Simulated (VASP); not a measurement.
Computed with PBEsol GGA, VASP's PBE PAW potentials (set 64) (plane waves; VASP).

VASP input:

KPOINTS:
```
Automatic mesh
0
Gamma
3 3 7
0 0 0
```

File POSCAR:
```
Be3HgSe4
1
   -0.0280688576     5.3860134031     5.4453068765
    5.3860134031    -0.0280688576     5.4453068765
    2.6789722728     2.6789722728    -0.0000000000
Hg Se Be
1 4 3
Direct
  0.9945043281   0.9945043281   0.0109913438
  0.1538827721   0.1538827721   0.1922344558
  0.1370672278   0.5884686469   0.2744641253
  0.5884686469   0.1370672278   0.2744641253
  0.6246550820   0.6246550820   0.2506898360
  0.0006645516   0.5013363885   0.9979990599
  0.5013363885   0.0006645516   0.9979990599
  0.4994210030   0.4994210030   0.0011579939
```

**INCAR**
```
SYSTEM=Be3HgSe4
PREC=Accurate; ENCUT=400; LREAL=.FALSE.
LASPH=.TRUE.
EDIFF=1E-6; NELM=100; ALGO=Normal
LMAXMIX=6
ISMEAR=0; SIGMA=0.05
GGA=PS
IBRION=2; NSW=60; ISIF=3
EDIFFG=-0.02
LWAVE=.FALSE.; LCHARG=.FALSE.
```

POTCAR, in this order: Hg Se Be (PBE.64 set). Program: vasp_std.

Output of the run:

OSZICAR:
```
       N       E                     dE             d eps       ncg     rms          rms(c)
DAV:   1     0.203700155753E+03    0.20370E+03   -0.15858E+04  1144   0.113E+03
DAV:   2    -0.175852654782E+02   -0.22129E+03   -0.21632E+03  1362   0.248E+02
DAV:   3    -0.331551768847E+02   -0.15570E+02   -0.15504E+02  1496   0.716E+01
DAV:   4    -0.333499399587E+02   -0.19476E+00   -0.19453E+00  1448   0.847E+00
DAV:   5    -0.333525316681E+02   -0.25917E-02   -0.25900E-02  1504   0.957E-01    0.110E+01
DAV:   6    -0.324336436596E+02    0.91889E+00   -0.20014E+00  1562   0.196E+01    0.876E+00
DAV:   7    -0.323608337597E+02    0.72810E-01   -0.13398E+00  1334   0.685E+00    0.396E+00
DAV:   8    -0.323528875429E+02    0.79462E-02   -0.30148E-01  1324   0.603E+00    0.119E+00
DAV:   9    -0.323478982999E+02    0.49892E-02   -0.41725E-02  1420   0.268E+00    0.239E-01
DAV:  10    -0.323484508148E+02   -0.55251E-03   -0.46201E-03  1356   0.383E-01    0.192E-01
DAV:  11    -0.323482555660E+02    0.19525E-03   -0.68697E-04  1434   0.288E-01    0.897E-02
DAV:  12    -0.323482828480E+02   -0.27282E-04   -0.55435E-04  1368   0.209E-01    0.362E-02
DAV:  13    -0.323482822937E+02    0.55423E-06   -0.72402E-05  1318   0.879E-02    0.141E-02
DAV:  14    -0.323482821658E+02    0.12795E-06   -0.14111E-05  1346   0.326E-02    0.483E-03
DAV:  15    -0.323482821056E+02    0.60230E-07   -0.26473E-06  1064   0.143E-02
   1 F= -.32348282E+02 E0= -.32348282E+02  d E =-.323483E+02
       N       E                     dE             d eps       ncg     rms          rms(c)
DAV:   1    -0.323494805015E+02   -0.11983E-02   -0.48860E-02  1174   0.122E+00    0.147E-01
DAV:   2    -0.323491269051E+02    0.35360E-03   -0.15689E-03  1506   0.267E-01    0.679E-02
DAV:   3    -0.323489644645E+02    0.16244E-03   -0.25421E-04  1410   0.944E-02    0.320E-02
DAV:   4    -0.323489431469E+02    0.21318E-04   -0.59699E-05  1470   0.469E-02    0.112E-02
DAV:   5    -0.323489430173E+02    0.12959E-06   -0.50005E-06  1290   0.145E-02
   2 F= -.32348943E+02 E0= -.32348943E+02  d E =-.660912E-03
       N       E                     dE             d eps       ncg     rms          rms(c)
DAV:   1    -0.323494108160E+02   -0.46767E-03   -0.29206E-02  1166   0.943E-01    0.114E-01
DAV:   2    -0.323491993971E+02    0.21142E-03   -0.93924E-04  1508   0.207E-01    0.522E-02
DAV:   3    -0.323491025965E+02    0.96801E-04   -0.15222E-04  1414   0.729E-02    0.247E-02
DAV:   4    -0.323490899587E+02    0.12638E-04   -0.35697E-05  1470   0.362E-02    0.881E-03
DAV:   5    -0.323490899067E+02    0.52011E-07   -0.29812E-06  1064   0.113E-02
   3 F= -.32349090E+02 E0= -.32349090E+02  d E =-.807801E-03
       N       E                     dE             d eps       ncg     rms          rms(c)
DAV:   1    -0.323495619117E+02   -0.47195E-03   -0.11297E-01  1158   0.169E+00    0.968E-02
DAV:   2    -0.323495320790E+02    0.29833E-04   -0.12734E-03  1482   0.223E-01    0.505E-02
DAV:   3    -0.323494845020E+02    0.47577E-04   -0.59417E-05  1340   0.483E-02    0.283E-02
DAV:   4    -0.323494719272E+02    0.12575E-04   -0.24344E-05  1460   0.291E-02    0.756E-03
DAV:   5    -0.323494717878E+02    0.13940E-06   -0.23105E-06   994   0.100E-02
   4 F= -.32349472E+02 E0= -.32349472E+02  d E =-.381881E-03
       N       E                     dE             d eps       ncg     rms          rms(c)
DAV:   1    -0.323495559450E+02   -0.84018E-04   -0.35202E-02  1158   0.945E-01    0.542E-02
DAV:   2    -0.323495468493E+02    0.90957E-05   -0.39849E-04  1474   0.124E-01    0.280E-02
DAV:   3    -0.323495318684E+02    0.14981E-04   -0.18680E-05  1348   0.271E-02    0.156E-02
DAV:   4    -0.323495278533E+02    0.40151E-05   -0.76022E-06  1440   0.163E-02    0.428E-03
DAV:   5    -0.323495277718E+02    0.81461E-07   -0.67906E-07   662   0.560E-03
   5 F= -.32349528E+02 E0= -.32349528E+02  d E =-.437865E-03
       N       E                     dE             d eps       ncg     rms          rms(c)
DAV:   1    -0.323496862545E+02   -0.15840E-03   -0.51896E-02  1144   0.109E+00    0.393E-02
DAV:   2    -0.323496729700E+02    0.13285E-04   -0.25556E-04  1500   0.114E-01    0.210E-02
DAV:   3    -0.323496649656E+02    0.80044E-05   -0.19517E-05  1470   0.252E-02    0.136E-02
DAV:   4    -0.323496632882E+02    0.16774E-05   -0.38960E-06  1306   0.116E-02    0.439E-03
DAV:   5    -0.323496633082E+02   -0.20024E-07   -0.64066E-07   648   0.548E-03
   6 F= -.32349663E+02 E0= -.32349663E+02  d E =-.135536E-03
```

File OUTCAR:
```
------------------------ aborting loop because EDIFF is reached ----------------------------------------
  FORCE on cell =-STRESS in cart. coord.  units (eV):
  Direction    XX          YY          ZZ          XY          YZ          ZX
  --------------------------------------------------------------------------------------
  Total        0.0160750      0.0160750     -0.0181644     -0.0074621      0.0000000      0.0000000
  in kB        0.1631242      0.1631242     -0.1843265     -0.0757233      0.0000000      0.0000000
  external PRESSURE =       0.0473073 kB  Pullay stress =       0.0000000 kB
  volume of cell :      157.89
      direct lattice vectors                 reciprocal lattice vectors
    -0.041430301  5.377087680  5.461030858    -0.092276154  0.092276154  0.091557805
     5.377087680 -0.041430301  5.461030858     0.092276154 -0.092276154  0.091557805
     2.667828689  2.667828689 -0.000000000     0.187418331  0.187418331 -0.183115611
 POSITION                                       TOTAL-FORCE (eV/Angst)
 -----------------------------------------------------------------------------------
      5.33566      5.33566     10.85611         0.000000      0.000000     -0.015716
      1.33391      1.33391      1.67762         0.000000      0.000000     -0.016103
      3.88797      1.44769      3.96817        -0.007390      0.007390     -0.007117
      1.44769      3.88797      3.96817         0.007390     -0.007390     -0.007117
      4.00174      4.00174      6.82688        -0.000000     -0.000000      0.009067
      5.35465      2.64883      2.73659        -0.004535      0.004535      0.010511
      2.64883      5.35465      2.73659         0.004535     -0.004535      0.010511
      2.66783      2.66783      5.45708        -0.000000     -0.000000      0.015965
 -----------------------------------------------------------------------------------
    total drift:                               -0.000002     -0.000002     -0.000468
  FREE ENERGIE OF THE ION-ELECTRON SYSTEM (eV)
  ---------------------------------------------------
  free  energy   TOTEN  =       -32.3496633082 eV

  energy  without entropy=      -32.3496633082  energy(sigma->0) =      -32.34966331

 reached required accuracy - stopping structural energy minimisation
```
(Selected blocks of OUTCAR.)

File CONTCAR:
```
Be3HgSe4
   1.00000000000000
    -0.0414303013062634    5.3770876795164622    5.4610308581671294
     5.3770876795164622   -0.0414303013062634    5.4610308581671294
     2.6678286891550358    2.6678286891550358   -0.0000000000001416
  Hg              Se              Be
     1     4     3
Direct
     0.9939613026018602    0.9939613026018602    0.0120773947962794
     0.1535994551343943    0.1535994551343943    0.1928010897312042
     0.1381371184113518    0.5884964299331332    0.2733664516555149
     0.5884964299331332    0.1381371184113518    0.2733664516555149
     0.6250546071882881    0.6250546071882881    0.2498907856234169
     0.0008738116441831    0.5002386816102479    0.9988875067455760
     0.5002386816102479    0.0008738116441831    0.9988875067455760
     0.4996385934765412    0.4996385934765412    0.0007228129469230
```

**OUTCAR**
```
 val. band max:        3.3833074347   @ k =   0.0000   0.0000   0.0000

 cond. band min:       4.4694887418   @ k =   0.0000   0.0000   0.0000


 Fermi energy:         3.6411976388

 k-point     1 :       0.0000    0.0000    0.0000
  band No.  band energies     occupation
      1     -11.0022      2.00000
      2      -9.9448      2.00000
      3      -9.8054      2.00000
      4      -9.4855      2.00000
      5      -3.8099      2.00000
      6      -3.7723      2.00000
      7      -3.6558      2.00000
      8      -3.5780      2.00000
      9      -3.3058      2.00000
     10      -3.2889      2.00000
     11      -2.6857      2.00000
     12      -2.1588      2.00000
     13       0.0262      2.00000
     14       0.0517      2.00000
     15       1.2231      2.00000
     16       1.3743      2.00000
     17       1.4672      2.00000
     18       1.7416      2.00000
     19       2.6364      2.00000
     20       2.8575      2.00000
     21       3.3833      2.00000
     22       4.4695      0.00000
     23       5.4326      0.00000
     24       5.9318      0.00000
     25       6.3442      0.00000
     26       6.7259      0.00000

 k-point     2 :       0.3333    0.0000    0.0000
  band No.  band energies     occupation
      1     -10.8162      2.00000
      2     -10.1878      2.00000
      3      -9.7698      2.00000
      4      -9.5680      2.00000
      5      -4.0238      2.00000
      6      -3.7806      2.00000
      7      -3.7461      2.00000
      8      -3.6132      2.00000
      9      -3.3100      2.00000
     10      -2.7149      2.00000
     11      -1.9797      2.00000
     12      -1.6343      2.00000
     13      -0.4279      2.00000
     14       0.2989      2.00000
     15       0.3351      2.00000
     16       0.9146      2.00000
     17       0.9816      2.00000
     18       1.5908      2.00000
     19       1.6988      2.00000
     20       2.5917      2.00000
     21       3.1555      2.00000
     22       5.5934      0.00000
...
```

Unless said otherwise, spin-orbit coupling is left out, though it shifts the bands of the heavy elements here.

The structure was generated: Be3HgSe4 was put into an ordered model structure (Amm2), which need not be its known phase. This run relaxes it. Symmetry was kept, so distortions that lower it aren't found. The start is the result of an earlier pass.
